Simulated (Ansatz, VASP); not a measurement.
# Zn11P18O56 (glassy 45P2O5-55ZnO (mol %)): VASP beside Ansatz, part 2 of 2

One calculation is typed for both programs; each brings its own data sets. How far apart do they land? The cell is taken from a series of runs on this material, whose earlier steps may have relaxed, scaled, displaced or heated it; both programs get it as it stands.

VASP 6.6.1 and Ansatz 0.2.0.

So far. Step 2 (VASP: single point, r2SCAN): The run ends at a pressure of -4.90 GPa, with forces up to 0.28 eV/Å.

## (3) Ansatz: single point, r2SCAN

Level of this step: Ansatz beside VASP: Kohn-Sham DFT, plane waves, r2SCAN (Ansatz).

Ansatz runs on its default PAW (the set named soft_2) files.

The same cell, functional, mesh and smearing now go to Ansatz, which takes its cutoff from its data sets.

input.yaml

```yaml
crystal:
  lattice:
    - [10.5564, 0.0, 0.0]
    - [0.0, 10.5564, 0.0]
    - [0.0, 0.0, 10.5564]
  atoms:
    - { symbol: P, position: [0.71139, 0.01252, 0.88105] }
    - { symbol: P, position: [0.71334, 0.85962, 0.36944] }
    - { symbol: P, position: [0.13234, 0.11116, 0.92792] }
    - { symbol: P, position: [0.64875, 0.25025, 0.25696] }
    - { symbol: P, position: [0.3898, 0.13538, 0.33921] }
    - { symbol: P, position: [0.20084, 0.47378, 0.80703] }
    - { symbol: P, position: [0.20811, 0.74785, 0.84987] }
    - { symbol: P, position: [0.73093, 0.58254, 0.92099] }
    - { symbol: P, position: [0.86669, 0.94652, 0.11894] }
    - { symbol: P, position: [0.33978, 0.8668, 0.23448] }
    - { symbol: P, position: [0.83477, 0.9404, 0.62285] }
    - { symbol: P, position: [0.01416, 0.18959, 0.16586] }
    - { symbol: P, position: [0.359, 0.12729, 0.60429] }
    - { symbol: P, position: [0.96353, 0.4454, 0.49871] }
    - { symbol: P, position: [0.42618, 0.65721, 0.40854] }
    - { symbol: P, position: [0.56083, 0.31016, 0.65602] }
    - { symbol: P, position: [0.34267, 0.4339, 0.0451] }
    - { symbol: P, position: [0.09726, 0.75936, 0.12296] }
    - { symbol: Zn, position: [0.09747, 0.45843, 0.23218] }
    - { symbol: Zn, position: [0.39915, 0.99621, 0.86992] }
    - { symbol: Zn, position: [0.5187, 0.65896, 0.11075] }
    - { symbol: Zn, position: [0.05063, 0.1887, 0.66874] }
    - { symbol: Zn, position: [0.94504, 0.36574, 0.93449] }
    - { symbol: Zn, position: [0.80564, 0.21059, 0.50321] }
    - { symbol: Zn, position: [0.26117, 0.3981, 0.49025] }
    - { symbol: Zn, position: [0.55053, 0.60283, 0.67109] }
    - { symbol: Zn, position: [0.62008, 0.30874, 0.96376] }
    - { symbol: Zn, position: [0.9499, 0.67089, 0.72802] }
    - { symbol: Zn, position: [0.69692, 0.54144, 0.35359] }
    - { symbol: O, position: [0.76007, 0.14302, 0.88374] }
    - { symbol: O, position: [0.96942, 0.32092, 0.12033] }
    - { symbol: O, position: [0.61536, 0.38247, 0.29959] }
    - { symbol: O, position: [0.97868, 0.8485, 0.10693] }
    - { symbol: O, position: [0.12731, 0.15127, 0.07746] }
    - { symbol: O, position: [0.90151, 0.81823, 0.62221] }
    - { symbol: O, position: [0.75848, 0.72621, 0.38387] }
    - { symbol: O, position: [0.32663, 0.55642, 0.41977] }
    - { symbol: O, position: [0.90363, 0.06666, 0.61396] }
    - { symbol: O, position: [0.26372, 0.61233, 0.8123] }
    - { symbol: O, position: [0.45659, 0.35043, 0.05539] }
    - { symbol: O, position: [0.58645, 0.89696, 0.33047] }
    - { symbol: O, position: [0.6868, 0.62374, 0.05455] }
    - { symbol: O, position: [0.41813, 0.26669, 0.60002] }
    - { symbol: O, position: [0.2173, 0.42066, 0.67652] }
    - { symbol: O, position: [0.21773, 0.1429, 0.60177] }
    - { symbol: O, position: [0.33463, 0.01351, 0.26171] }
    - { symbol: O, position: [0.84641, 0.65665, 0.87738] }
    - { symbol: O, position: [0.57258, 0.4406, 0.5946] }
    - { symbol: O, position: [0.4076, 0.06935, 0.47123] }
    - { symbol: O, position: [0.54435, 0.30958, 0.79672] }
    - { symbol: O, position: [0.78614, 0.92607, 0.99908] }
    - { symbol: O, position: [0.23313, 0.40189, 0.13233] }
    - { symbol: O, position: [0.51714, 0.16046, 0.27675] }
    - { symbol: O, position: [0.74807, 0.94269, 0.49542] }
    - { symbol: O, position: [0.10189, 0.77262, 0.7626] }
    - { symbol: O, position: [0.7693, 0.4368, 0.92723] }
    - { symbol: O, position: [0.34759, 0.78667, 0.35808] }
    - { symbol: O, position: [0.0663, 0.48585, 0.85586] }
    - { symbol: O, position: [0.06547, 0.64521, 0.19735] }
    - { symbol: O, position: [0.0382, 0.17277, 0.30068] }
    - { symbol: O, position: [0.90923, 0.08489, 0.11512] }
    - { symbol: O, position: [0.57768, 0.97947, 0.91067] }
    - { symbol: O, position: [0.95021, 0.31179, 0.56606] }
    - { symbol: O, position: [0.67747, 0.23113, 0.11913] }
    - { symbol: O, position: [0.05699, 0.21966, 0.85512] }
    - { symbol: O, position: [0.74563, 0.18211, 0.33771] }
    - { symbol: O, position: [0.42504, 0.82919, 0.13063] }
    - { symbol: O, position: [0.65381, 0.2158, 0.60407] }
    - { symbol: O, position: [0.32021, 0.83039, 0.86331] }
    - { symbol: O, position: [0.08789, 0.43608, 0.41531] }
    - { symbol: O, position: [0.37155, 0.57518, 0.04979] }
    - { symbol: O, position: [0.28782, 0.40217, 0.9021] }
    - { symbol: O, position: [0.06961, 0.98728, 0.91134] }
    - { symbol: O, position: [0.52506, 0.62958, 0.30594] }
    - { symbol: O, position: [0.27255, 0.1214, 0.90227] }
    - { symbol: O, position: [0.61693, 0.6008, 0.83173] }
    - { symbol: O, position: [0.85155, 0.45802, 0.40867] }
    - { symbol: O, position: [0.19331, 0.85112, 0.19174] }
    - { symbol: O, position: [0.74595, 0.94165, 0.74871] }
    - { symbol: O, position: [0.80967, 0.91885, 0.2487] }
    - { symbol: O, position: [0.14766, 0.72471, 0.99166] }
    - { symbol: O, position: [0.97474, 0.54811, 0.59586] }
    - { symbol: O, position: [0.30423, 0.24552, 0.35137] }
    - { symbol: O, position: [0.48502, 0.69773, 0.53347] }
    - { symbol: O, position: [0.42362, 0.04329, 0.69521] }
kpoints:
  mp_grid: { grid: [1, 1, 1] }
hamiltonian:
  xc: r2scan
scf:
  occupations: { method: gaussian, width: 0.025 }
output:
  forces: true
  stress: true
  populations: true
  dos:
    method: { smearing: { sigma: 0.08 } }
    de: 0.1
    projected: { site_lists: { O: [O], P: [P], Zn: [Zn] } }
  eigenvalues: true
  write_density: true
  write_potential: true
  volumetric_format: npy
  elf: true
```

The run is started by

```sh
$ ansatz run input.yaml --threads 4 --pin off --max-ram 8192MiB --backend cpu --events-out ev --progress --plain --runs-dir out
```

Numbers of over 12 decimals in the logs are rounded to 6 here.

What it wrote:

```text
Engine: ansatz 0.2.0, aarch64-unknown-linux-gnu
Pseudopotentials: kind: paw
Pseudopotential: P, paw, valence charge 5, recommended cutoff 500 eV (meta_gga), P.paw.azcp
Pseudopotential: Zn, paw, valence charge 12, recommended cutoff 500 eV (meta_gga), Zn.paw.azcp
Pseudopotential: O, paw, valence charge 6, recommended cutoff 500 eV (meta_gga), O.paw.azcp
Functional definition: r2SCAN
  parameter k0 = 0.174
  parameter k1 = 0.065
  parameter a1 = 4.9479
  exchange = r2scan_x(k0 = k0, k1 = k1, a1 = a1)
  correlation = r2scan_c
Crystal: 85 atoms, lattice volume = 1176.380 Å³
Basis set: ecut = 500 eV, 29855 PW (Γ), exchange–correlation on 320×320×320 points (64 copies of the dense FFT grid, shifted against one another)
Bands: 364, of which v1, the nominal top of the filled ones, is band 279 counted from 1 (278 counted from 0)
Symmetry: 1 space group operations
Space group: P1 (ITA 1), of the structure as read, at distance tolerance 1.1e-4 Å
k-points: 1
Non-local potential: P, projectors of the file, l = 0: 2, l = 1: 2, l = 2: 2
Non-local potential: Zn, projectors of the file, l = 0: 2, l = 1: 2, l = 2: 3, l = 3: 1
Non-local potential: O, projectors of the file, l = 0: 2, l = 1: 2, l = 2: 1
PAW form: soft (Blöchl's): semilocal exchange-correlation on the pseudo side does not see the compensation charge
PAW frozen core: P, regenerated for the run's functional (the file was generated under x = pbe(κ = 0.804, μ = 0.219515), c = pbe(β = 0.066725))
PAW frozen core: Zn, regenerated for the run's functional (the file was generated under x = pbe(κ = 0.804, μ = 0.219515), c = pbe(β = 0.066725))
PAW frozen core: O, regenerated for the run's functional (the file was generated under x = pbe(κ = 0.804, μ = 0.219515), c = pbe(β = 0.066725))
PAW one-centre angular grid: P, 302 points (default); XC on 160 Gauss nodes
PAW one-centre angular grid: Zn, 590 points (default); XC on 261 of its mesh's 2673 points in the sphere
PAW one-centre angular grid: O, 302 points (default); XC on 160 Gauss nodes
Initial density: superposition of atomic densities (neutral atoms: chi_scale 0, normalization atom), corrected by the library's trained network
Initial wavefunctions: pseudopotential atomic-orbital guess
Functional: x = r2scan, c = r2scan; τ floored in thin density (d = 2e-4 eV/Å³)
SCF iter   1: F=—  HF=-82117.507947 eV  |F-HF|=—  |Δ(HF+E_count)|=         —  Δρ=1.23e-2  dr2=1.29e0  dr2_τ=7.49e0  ethr=1.77e-3  ⟨swp⟩=7.0  Hψ=1827  notcnv=0  defer=46
preconditioner: auto → Resta (q_TF=auto, 2.409 Å⁻¹)  ε∞=3.4  [insulator: Δε(μ)=3.919 eV  Ē_g=16.433 eV  σ=0.025 eV  W_gap=1.00  n_scr=256 (ndim 8)  ℏωp=25.6 eV  f_vac=0.198  D(μ)=0.00/eV (n_scr^D=0)  ε∞_Penn≈3.4]
SCF iter   2: F=—  HF=-82118.867027 eV  |F-HF|=—  |Δ(HF+E_count)|=    1.36e0  Δρ=4.99e-3  dr2=1.98e-1  dr2_τ=2.22e-2  ethr=2.31e-4  ⟨swp⟩=3.0  Hψ=704  notcnv=0  defer=79
SCF iter   3: F=—  HF=-82118.838294 eV  |F-HF|=—  |Δ(HF+E_count)|=   2.87e-2  Δρ=3.32e-3  dr2=7.18e-2  dr2_τ=3.78e-3  ethr=3.55e-5  ⟨swp⟩=3.0  Hψ=512  notcnv=0  defer=79
SCF iter   4: F=—  HF=-82118.826046 eV  |F-HF|=—  |Δ(HF+E_count)|=   1.22e-2  Δρ=6.16e-4  dr2=4.68e-3  dr2_τ=9.09e-4  ethr=1.29e-5  ⟨swp⟩=3.0  Hψ=671  notcnv=0  defer=79
SCF iter   5: F=—  HF=-82118.825246 eV  |F-HF|=—  |Δ(HF+E_count)|=   8.00e-4  Δρ=2.47e-4  dr2=8.79e-4  dr2_τ=7.91e-5  ethr=8.39e-7  ⟨swp⟩=3.0  Hψ=525  notcnv=0  defer=79
SCF iter   6: F=—  HF=-82118.825570 eV  |F-HF|=—  |Δ(HF+E_count)|=   3.24e-4  Δρ=1.49e-4  dr2=2.06e-4  dr2_τ=9.89e-6  ethr=1.58e-7  ⟨swp⟩=2.0  Hψ=506  notcnv=0  defer=79
SCF iter   7: F=—  HF=-82118.825498 eV  |F-HF|=—  |Δ(HF+E_count)|=   7.17e-5  Δρ=4.51e-5  dr2=2.57e-5  dr2_τ=2.27e-6  ethr=3.69e-8  ⟨swp⟩=3.0  Hψ=721  notcnv=0  defer=79
SCF iter   8: F=—  HF=-82118.825525 eV  |F-HF|=—  |Δ(HF+E_count)|=   2.70e-5  Δρ=2.50e-5  dr2=6.76e-6  dr2_τ=5.92e-7  ethr=4.60e-9  ⟨swp⟩=3.0  Hψ=584  notcnv=0  defer=79
SCF iter   9: F=—  HF=-82118.825527 eV  |F-HF|=—  |Δ(HF+E_count)|=   1.40e-6  Δρ=8.30e-6  dr2=9.83e-7  dr2_τ=5.27e-8  ethr=1.21e-9  ⟨swp⟩=2.0  Hψ=547  notcnv=0  defer=79
SCF iter  10: F=—  HF=-82118.825528 eV  |F-HF|=—  |Δ(HF+E_count)|=   8.05e-7  Δρ=4.80e-6  dr2=2.27e-7  dr2_τ=2.13e-8  ethr=1.76e-10  ⟨swp⟩=3.0  Hψ=572  notcnv=0  defer=79
SCF iter  11: F=-82118.825528 eV  HF=-82118.825528 eV  |F-HF|=2.91e-8  |Δ(HF+E_count)|=   1.43e-7  Δρ=1.93e-6  dr2=3.70e-8  dr2_τ=1.77e-9  ethr=1.79e-11  ⟨swp⟩=26.0  Hψ=3708  notcnv=0
SCF 1 converged in 11 iterations: F = -82118.825528 eV  dr2 = 3.70e-8
  greatest PAW one-centre occupation: 0.993 electrons in one spin orbital (limit 2), on the Zn atom at site 28 (counted from 0), in its partial waves of l = 2
[...]
atom  30  O     -0.01123489     0.01434174     0.00576394
  atom  31  O     -0.00866386     0.00058948    -0.00194022
  atom  32  O      0.00197877    -0.00451887    -0.01395484
  atom  33  O      0.00755566     0.00120523     0.01180965
  atom  34  O      0.00603819    -0.00126221     0.02647970
  atom  35  O     -0.00926379     0.00870968     0.00976470
  atom  36  O     -0.00064573    -0.00472194     0.00068110
  atom  37  O      0.00911980     0.00542895    -0.00104388
  atom  38  O      0.00097872    -0.00918630     0.00326623
  atom  39  O     -0.00284876     0.00749170     0.00961149
  atom  40  O     -0.00145722    -0.00617149    -0.00549836
  atom  41  O     -0.01136229     0.00111383    -0.00427064
  atom  42  O     -0.00892786    -0.01428024    -0.00757105
  atom  43  O      0.00141757    -0.02725152     0.00558219
  atom  44  O      0.00822493     0.00411448     0.01744620
  atom  45  O      0.01019634     0.02293694    -0.00699895
  atom  46  O      0.00479604    -0.00165684     0.00291701
  atom  47  O      0.00405547    -0.00998384    -0.01077980
  atom  48  O      0.00592084    -0.00246843    -0.01674632
  atom  49  O     -0.00256888     0.02395259     0.00607547
  atom  50  O      0.00976825     0.03503205    -0.01013304
  atom  51  O     -0.00605372     0.00527924     0.00776044
  atom  52  O     -0.00053211     0.01168158     0.00888773
  atom  53  O      0.01860372     0.00214114    -0.00155269
[...]
atom  78  O     -0.00291450     0.01027712    -0.02141258
  atom  79  O     -0.00526160     0.00440820     0.02534049
  atom  80  O     -0.00386964    -0.00612069    -0.01052370
  atom  81  O     -0.01782808     0.02277383    -0.00005062
  atom  82  O      0.00385502    -0.01558266    -0.01716714
  atom  83  O     -0.00088533    -0.00093722     0.01024679
  atom  84  O     -0.00424121     0.00280918     0.00771202
  atom  85  O      0.00858413     0.01375762     0.00930790
  max |Σ_I F_I| component: 1.81e-4 eV/Å
--- Stress (GPa, compression-positive) ---
       -2.992590       0.401998       0.588994
        0.401997      -3.784732      -0.104487
        0.588994      -0.104487      -4.684058
  P = ⅓ Tr σ = -3.8205 GPa (-38.205 kbar)
--- Band table (eV) ---
  k-point 0: bands = [... 275 lower, 2.3502, 2.5803, 2.6149, 2.6584, 6.4632, 7.6166, 7.7521, 7.8595, ... 81 higher]
--- Löwdin populations: 85 sites ---
  site symbol       q [e]
     0      P      2.7523
     1      P      2.7683
     2      P      2.8084
     3      P      2.7456
     4      P      2.6917
     5      P      2.7317
     6      P      2.7090
     7      P      2.7721
     8      P      2.6300
     9      P      2.6961
    10      P      2.7225
    11      P      2.7745
    12      P      2.7263
    13      P      2.7541
    14      P      2.7435
    15      P      2.7588
    16      P      2.7457
    17      P      2.6502
    18     Zn     10.4397
    19     Zn     10.4185
    20     Zn     10.4480
    21     Zn     10.4400
    22     Zn     10.4586
    23     Zn     10.4453
[...]
77      O      6.7570
    78      O      6.7649
    79      O      6.7596
    80      O      6.7615
    81      O      6.9613
    82      O      6.8593
    83      O      6.9400
    84      O      6.9165
  spilling = 0.014690 (of n_electrons = 558.000000)
```

Reading the cycles: dr2 is the Hartree energy of the density residual (eV), the measure of convergence; HF is the Harris–Foulkes estimate of the energy, which meets the free energy F at convergence.

## (4) Comparison

Known differences besides the potentials themselves: VASP keeps PBE cores, Ansatz makes them for the functional; the cutoff is 500 eV in Ansatz and 660 eV in VASP (PREC = Accurate, projectors in real space). Total energies have different zeros and are not compared.

The two programs side by side:

```csv
quantity,Ansatz,VASP,difference
pressure (GPa),-3.82,-4.90,+1.08
gap on the k mesh (eV),3.805,3.768,+0.036
```

Forces on 7 of the 85 atoms, those with the largest forces and the largest differences (eV/Å; atoms numbered as in POSCAR):

```csv
atom,"Ansatz x, y, z","VASP x, y, z"
O35,"-0.009, 0.009, 0.010","-0.141, 0.243, 0.000"
O52,"-0.001, 0.012, 0.009","0.199, 0.040, -0.160"
O55,"0.014, 0.014, 0.014","0.207, -0.021, 0.158"
O62,"0.002, 0.026, 0.001","0.242, 0.078, -0.041"
O69,"-0.022, 0.018, -0.009","-0.241, -0.142, -0.029"
O82,"0.004, -0.016, -0.017","-0.015, -0.191, -0.173"
O85,"0.009, 0.014, 0.009","-0.103, 0.178, -0.182"
```

The forces differ by 93 meV/Å r.m.s., where the r.m.s. force is 0.012 eV/Å in Ansatz and 0.095 eV/Å in VASP: the atoms lie near their places of rest in Ansatz, so a percentage would say little (all taken over all components). A gap on the mesh is an upper bound, since the band edges may lie between its points.

## (5) Results

```json
{
  "r.m.s. force difference (single point, r2SCAN)": "93 meV/Å",
  "difference in pressure (single point, r2SCAN)": "1.1 GPa"
}
```

In words: The r.m.s. force difference is 93 meV/Å (single point, r2SCAN), beyond the 12 meV/Å picked in this series as the mark of a large difference. By the marks of this series, far apart in the single point, r2SCAN pair: the r.m.s. force difference, 93 meV/Å and the difference in pressure, 1.1 GPa. What causes the difference of the single point, r2SCAN pair stays open here. How closely two codes agree says nothing of how well the functional describes the real material.

[Lines on the potential files, build, host, timing and source positions are cut from VASP's logs without a mark.]

[Logs are printed without paths, hosts, clocks, repeated set-up lines and the standing remarks that a program may print on its own settings, such as how far it seeks lower states.]

[Hosts, paths, dates, database ids (printed as entryN), source tags and the programs' standing remarks are cut or masked in the printed files.]
